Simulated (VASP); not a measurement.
# Be4InCu (F-43m) in VASP: single point with PBE

Aim: the single point of Be4InCu with PBE.

Program: VASP 6.6.1. These are calculated values, not measurements. Logs are shortened: lines on timing, memory, paths and dates and some standing lists are left out, and cuts for length are marked.

## (1) The crystal as given

Symmetry: F-43m, No. 216, cubic system. The conventional cell has a = 6.384 Å, b = 6.384 Å, c = 6.384 Å, α = 90.00°, β = 90.00°, γ = 90.00°. Around Be (site symmetry 3m) lie 6 Be at 2.23 to 2.28 Å. In (site symmetry -43m) is surrounded by 12 Be at 2.65 Å and 4 Cu at 2.76 Å. Cu (site symmetry -43m) is surrounded by 12 Be at 2.64 Å and 4 In at 2.76 Å.

The cell comes from a database or a generator and needn't be the stable form of this composition.

## (2) Single point, PBE

INCAR

```
SYSTEM = Be4InCu
PREC     = Accurate       ! precision mode
ENCUT    = 520            ! plane-wave cutoff, eV
EDIFF    = 1E-6           ! SCF threshold, eV
ISMEAR   = 1              ! smearing method
SIGMA    = 0.1            ! smearing width, eV
LREAL    = .False.        ! projectors in reciprocal space
LASPH    = .True.         ! aspherical terms in the spheres
NELM     = 100            ! most SCF steps
ALGO     = Normal         ! electronic algorithm
ISIF     = 2              ! what is computed and relaxed
LWAVE    = .False.        ! write WAVECAR
LCHARG   = .False.        ! write CHGCAR
GGA      = PE             ! functional
NBANDS   = 25             ! bands
ISYM     = 0
```

KPOINTS

```
Automatic mesh
0
Gamma
  4 4 4
  0.5 0.5 0.5
```

POSCAR

```
Be4InCu
1.0
    0.0000000000      3.1920400000      3.1920400000
    3.1920400000      0.0000000000      3.1920400000
    3.1920400000      3.1920400000      0.0000000000
Be In Cu
4 1 1
Direct
    0.3763010000      0.3763010000      0.3763010000
    0.8710960000      0.3763010000      0.3763010000
    0.3763010000      0.3763010000      0.8710960000
    0.3763010000      0.8710960000      0.3763010000
    0.0000000000      0.0000000000      0.0000000000
    0.7500000000      0.7500000000      0.7500000000
```

Potentials or basis: VASP PAW PBE potentials, release 64 (Be, In_d, Cu).

The run is started by

```
$ cat potpaw_PBE.64/Be/POTCAR potpaw_PBE.64/In_d/POTCAR potpaw_PBE.64/Cu/POTCAR > POTCAR
$ mpirun -np 1 vasp_std > vasp.out
```

OUTCAR:

```text
SYSTEM = Be4InCu
   PREC = Accurate
   ENCUT = 520
   EDIFF = 1E-6
   ISMEAR = 1
   LREAL = .False.
   LASPH = .True.
   NELM = 100
   ISIF = 2
   GGA = PE
   ISYM = 0

 ion  position               nearest neighbor table
   1  0.376  0.376  0.376-   2 2.23   3 2.23   4 2.23   3 2.28   4 2.28   2 2.28   5 2.65   5 2.65
                             5 2.65
   2  0.871  0.376  0.376-   1 2.23   3 2.23   4 2.23   1 2.28   3 2.28   4 2.28   5 2.65   5 2.65
                             5 2.65
   3  0.376  0.376  0.871-   1 2.23   2 2.23   4 2.23   1 2.28   4 2.28   2 2.28   5 2.65   5 2.65
                             5 2.65
   4  0.376  0.871  0.376-   1 2.23   2 2.23   3 2.23   3 2.28   1 2.28   2 2.28   5 2.65   5 2.65
                             5 2.65
   5  0.000  0.000  0.000-   2 2.65   4 2.65   3 2.65   1 2.65   1 2.65   1 2.65   2 2.65   2 2.65
                             3 2.65   4 2.65   3 2.65   4 2.65   6 2.76   6 2.76   6 2.76   6 2.76
   6  0.750  0.750  0.750-   5 2.76   5 2.76   5 2.76   5 2.76

IMPORTANT INFORMATION: All symmetrisations will be switched off!
NOSYMM: (Re-)initialisation of all symmetry stuff for point group C_1.

----------------------------------------------------------------------------------------

                                     Primitive cell

  volume of cell :      65.0482

  direct lattice vectors                    reciprocal lattice vectors
     0.000000000  3.192040000  3.192040000    -0.156639641  0.156639641  0.156639641
     3.192040000  0.000000000  3.192040000     0.156639641 -0.156639641  0.156639641
     3.192040000  3.192040000  0.000000000     0.156639641  0.156639641 -0.156639641

  length of vectors
     4.514226260  4.514226260  4.514226260     0.271307817  0.271307817  0.271307817

  position of ions in fractional coordinates (direct lattice)
     0.376301000  0.376301000  0.376301000
     0.871096000  0.376301000  0.376301000
     0.376301000  0.376301000  0.871096000
     0.376301000  0.871096000  0.376301000
     0.000000000  0.000000000  0.000000000
     0.750000000  0.750000000  0.750000000

  ion indices of the primitive-cell ions
   primitive index   ion index
                 1           1
                 2           2
                 3           3
                 4           4
                 5           5
                 6           6

----------------------------------------------------------------------------------------

 KPOINTS: Automatic mesh

Automatic generation of k-mesh.
 Grid dimensions read from file:
 generate k-points for:    4    4    4

 Generating k-lattice:

  Cartesian coordinates                     Fractional coordinates (reciprocal lattice)
    -0.039159910  0.039159910  0.039159910     0.250000000  0.000000000  0.000000000
     0.039159910 -0.039159910  0.039159910     0.000000000  0.250000000  0.000000000
     0.039159910  0.039159910 -0.039159910     0.000000000  0.000000000  0.250000000

  Length of vectors
     0.067826954  0.067826954  0.067826954

  Shift w.r.t. Gamma in fractional coordinates (k-lattice)
     0.500000000  0.500000000  0.500000000

 Subroutine IBZKPT returns following result:
 ===========================================

 Found    128 irreducible k-points:

 Following reciprocal coordinates:
            Coordinates               Weight
  0.125000  0.125000  0.125000      2.000000
  0.125000  0.000000  0.000000      2.000000
  0.000000  0.000000 -0.125000      2.000000
  0.000000  0.125000  0.000000      2.000000
  0.375000  0.125000  0.125000      2.000000
  0.125000  0.375000  0.125000      2.000000
[... 16 lines left out ...]
  0.000000  0.500000 -0.125000      2.000000
  0.500000  0.000000 -0.125000      2.000000
 [... further k-points ...]
   k-points           NKPTS =    128   k-points in BZ     NKDIM =    128   number of bands    NBANDS=     25
   number of dos      NEDOS =    301   number of ions     NIONS =      6
   total plane-waves  NPLWV =  46656
   dimension x,y,z NGX =    36 NGY =   36 NGZ =   36
   dimension x,y,z NGXF=    72 NGYF=   72 NGZF=   72
   ions per type =               4   1   1
   NGX,Y,Z   is equivalent  to a cutoff of  13.26, 13.26, 13.26 a.u.
   NGXF,Y,Z  is equivalent  to a cutoff of  26.52, 26.52, 26.52 a.u.
 SYSTEM =  Be4InCu
   PREC   = accura    normal or accurate (medium, high low for compatibility)
   ISTART =      0    job   : 0-new  1-cont  2-samecut
   ICHARG =      2    charge: 1-file 2-atom 10-const
   ISPIN  =      1    spin polarized calculation?
   LNONCOLLINEAR =      F non collinear calculations
   LSORBIT =      F    spin-orbit coupling
   LASPH  =      T    aspherical Exc in radial PAW
   ENCUT  =  520.0 eV  38.22 Ry    6.18 a.u.   8.39  8.39  8.39*2*pi/ulx,y,z
   NELM   =    100;   NELMIN=  2; NELMDL= -5     # of ELM steps
   EDIFF  = 0.1E-05   stopping-criterion for ELM
   LREAL  =      F    real-space projection
   EDIFFG = 0.1E-04   stopping-criterion for IOM
   NSW    =      0    number of steps for IOM
   IBRION =     -1    ionic relax: 0-MD 1-quasi-New 2-CG
   NFREE  =      0    steps in history (QN), initial steepest desc. (CG)
   ISIF   =      2    stress and relaxation
   ISYM   =      0    0-nonsym 1-usesym 2-fastsym
   POTIM  = 0.5000    time-step for ionic-motion
   TEBEG  =    0.0;   TEEND  =   0.0 temperature during run
   PSTRESS=    0.0 pullay stress
   NELECT =      32.0000    total number of electrons
   NUPDOWN=      -1.0000    fix difference up-down
   EMIN   =  10.00;   EMAX   =-10.00  energy-range for DOS
   EFERMI =   0.00;   METHOD = LEGACY
   ISMEAR =     1;   SIGMA  =   0.10  broadening in eV -4-tet -1-fermi 0-gaus
   EFERMI_NEDOS =   21; number of points for ismear=-14 and -15
   IALGO  =     38    algorithm
   IMIX   =      4    mixing-type and parameters
     AMIX     =   0.40;   BMIX     =  1.00
     AMIX_MAG =   1.60;   BMIX_MAG =  1.00
  volume/ion in A,a.u.               =      10.84        73.16
  Fermi-wavevector in a.u.,A,eV,Ry     =   1.292349  2.442186 22.723989  1.670166
  Thomas-Fermi vector in A             =   2.424062
   LORBIT       =      0    0 simple, 1 ext, 2 COOP (PROOUT), +10 PAW based schemes
   GGA     = PE    functional components
   LHFCALC =     F    Hartree Fock is set to
   AEXX    =    0.0000 exact exchange contribution
   IVDW    =     0    specifies the selected vdW correction
   LEPSILON=     F    determine dielectric tensor
   LRPA    =     F    only Hartree local field effects (RPA)
 non-spin polarized calculation
 Methfessel and Paxton  Order N= 1 SIGMA  =   0.10
  energy-cutoff  :      520.00
  volume of cell :       65.05
 maximum number of plane-waves:      1768
 NGX is ok and might be reduce to    36
   NGX = 17   NGY = 17   NGZ = 17

 number of electron      32.0000016 magnetization

 Free energy of the ion-electron system (eV)
  ---------------------------------------------------
  ext. energy  EPLUGINS =         0.00000000
  ---------------------------------------------------
  free energy    TOTEN  =       -20.36215640 eV

  energy without entropy =      -20.35992026  energy(sigma->0) =      -20.36141102

 E-fermi :   8.8513     XC(G=0): -11.2524

 val. band max:        8.8133964416   @ k =   0.1250   0.1250  -0.3750
 cond. band min:       8.8842433544   @ k =   0.1250   0.1250   0.3750
 fundamental gap:      0.0708469128
 Fermi energy:         8.8512685696

 k-point     1 :       0.1250    0.1250    0.1250
  band No.  band energies     occupation
      1      -6.7148      2.00000
      2      -6.7126      2.00000
      3      -6.7126      2.00000
      4      -6.7036      2.00000
      5      -6.7036      2.00000
      6      -2.7304      2.00000
[... 17 lines left out ...]
     24      13.2761      0.00000
     25      14.6497      0.00000

 k-point     2 :       0.1250    0.0000    0.0000
  band No.  band energies     occupation
      1      -6.7148      2.00000
      2      -6.7126      2.00000
      3      -6.7126      2.00000
      4      -6.7036      2.00000
      5      -6.7036      2.00000
      6      -2.7304      2.00000
[... 17 lines left out ...]
     24      13.2761      0.00000
     25      14.6497      0.00000

 k-point     3 :       0.0000    0.0000   -0.1250
  band No.  band energies     occupation
      1      -6.7148      2.00000
      2      -6.7126      2.00000
      3      -6.7126      2.00000
      4      -6.7036      2.00000
      5      -6.7036      2.00000
      6      -2.7304      2.00000
[... 17 lines left out ...]
     24      13.2761      0.00000
     25      14.6497      0.00000

 k-point     4 :       0.0000    0.1250    0.0000
  band No.  band energies     occupation
      1      -6.7148      2.00000
      2      -6.7126      2.00000
      3      -6.7126      2.00000
      4      -6.7036      2.00000
      5      -6.7036      2.00000
      6      -2.7304      2.00000
[... 17 lines left out ...]
     24      13.2761      0.00000
     25      14.6497      0.00000
[... 477 lines left out ...]
 k-point    22 :       0.1250    0.5000    0.0000
  band No.  band energies     occupation
      1      -6.7215      2.00000
      2      -6.7118      2.00000
      3      -6.7109      2.00000
      4      -6.6751      2.00000
      5      -6.6666      2.00000
      6      -0.7822      2.00000
[... 17 lines left out ...]
     24      16.5331      0.00000
     25      17.6679      0.00000

 k-point    23 :       0.0000    0.5000   -0.1250
  band No.  band energies     occupation
      1      -6.7215      2.00000
      2      -6.7118      2.00000
      3      -6.7109      2.00000
      4      -6.6751      2.00000
      5      -6.6666      2.00000
      6      -0.7822      2.00000
[... 17 lines left out ...]
     24      16.5331      0.00000
     25      17.6702      0.00000

 k-point    24 :       0.5000    0.0000   -0.1250
  band No.  band energies     occupation
      1      -6.7215      2.00000
      2      -6.7118      2.00000
      3      -6.7109      2.00000
      4      -6.6751      2.00000
      5      -6.6666      2.00000
      6      -0.7822      2.00000
[... 17 lines left out ...]
     24      16.5331      0.00000
     25      17.6825      0.00000

 [... further k-points ...]

------------------------ aborting loop because EDIFF is reached ----------------------------------------

  FORCE on cell =-STRESS in cart. coord.  units (eV):
  Direction    XX          YY          ZZ          XY          YZ          ZX
  --------------------------------------------------------------------------------------
  -------------------------------------------------------------------------------------
  Total        0.3490527      0.3490332      0.3490364      0.0000255      0.0000099      0.0000098
  in kB        8.5973892      8.5969083      8.5969891      0.0006281      0.0002442      0.0002412
  external PRESSURE =       8.5970955 kB  Pullay stress =       0.0000000 kB

 VOLUME and BASIS-vectors are now :
 -----------------------------------------------------------------------------
  energy-cutoff  :      520.00
  volume of cell :       65.05
      direct lattice vectors                 reciprocal lattice vectors
     0.000000000  3.192040000  3.192040000    -0.156639641  0.156639641  0.156639641
     3.192040000  0.000000000  3.192040000     0.156639641 -0.156639641  0.156639641
     3.192040000  3.192040000  0.000000000     0.156639641  0.156639641 -0.156639641

 POSITION                                       TOTAL-FORCE (eV/Angst)
 -----------------------------------------------------------------------------------
      2.40234      2.40234      2.40234         0.023125      0.023124      0.023129
      2.40234      3.98174      3.98174         0.023122     -0.023119     -0.023115
      3.98174      3.98174      2.40234        -0.023113     -0.023115      0.023121
      3.98174      2.40234      3.98174        -0.023120      0.023125     -0.023118
      0.00000      0.00000      0.00000        -0.000012     -0.000012     -0.000010
      4.78806      4.78806      4.78806        -0.000002     -0.000002     -0.000007
 -----------------------------------------------------------------------------------
    total drift:                               -0.000014     -0.000020     -0.000004

  FREE ENERGIE OF THE ION-ELECTRON SYSTEM (eV)
  ---------------------------------------------------
  free  energy   TOTEN  =       -20.3621563997 eV

  energy  without entropy=      -20.3599202554  energy(sigma->0) =      -20.36141102
```

Wall time 2.9 min (1 thread of AMD EPYC 9R45 (Zen 5), shared host); peak memory 0.33 GiB.

Results:

```yaml
Free_energy: -20.3622 eV
Pressure: 0.9 GPa
Largest_force: 0.040 eV/Å
Band_gap_on_the_k_mesh: none (metal or under the smearing width)
```

Forces in eV/Å, atoms in the order of the input:
```
Be   0.023  0.023  0.023
Be   0.023 -0.023 -0.023
Be  -0.023 -0.023  0.023
Be  -0.023  0.023 -0.023
In   0.000  0.000  0.000
Cu   0.000  0.000  0.000
```

Levels at points of the mesh, in eV from the Fermi level:
```tsv
k point	band 14	band 15	band 16	band 17	band 18	band 19
(0.12, 0.12, 0.12)	-2.01	-2.01	0.36	0.44	0.44	1.61
```

Caveat: the k mesh is coarse (spacing up to 0.43 Å⁻¹), so the values aren't converged.
